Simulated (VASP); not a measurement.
Given:

```
BaO
1.0
    0.00000     2.81100     2.81100
    2.81100     0.00000     2.81100
    2.81100     2.81100     0.00000
Ba O
1 1
Direct
  0.00000   0.00000   0.00000
  0.50000   0.50000   0.50000
```

All values below come from RPBE GGA, VASP's PBE PAW potentials (set 64) (plane waves; VASP 6.6.1). Numerical set-up: 520 eV cut-off, 8×8×8 Γ-centred mesh, Gaussian smearing of 0.050 eV, potentials Ba_sv O.

Unless said otherwise, spin-orbit coupling is left out, though it shifts the bands of the heavy elements here.

Task: What does the run give for the energy per atom (σ→0), pressure, band gap (on the k-mesh) with the smallest direct gap where there is one?

Result: 
```
Property                                      Value
-----------------------------------  --------------
band gap (on the k-mesh)                    2.23 eV
smallest direct gap (on the k-mesh)         2.23 eV
energy per atom (σ→0)                -5.566 eV/atom
pressure                                   2.05 GPa
```

Only differences to runs with the same potentials and settings are physical.

The compound is BaO in the rock salt structure. This cell is one point of a volume scan, at 0.97 of the reference volume.
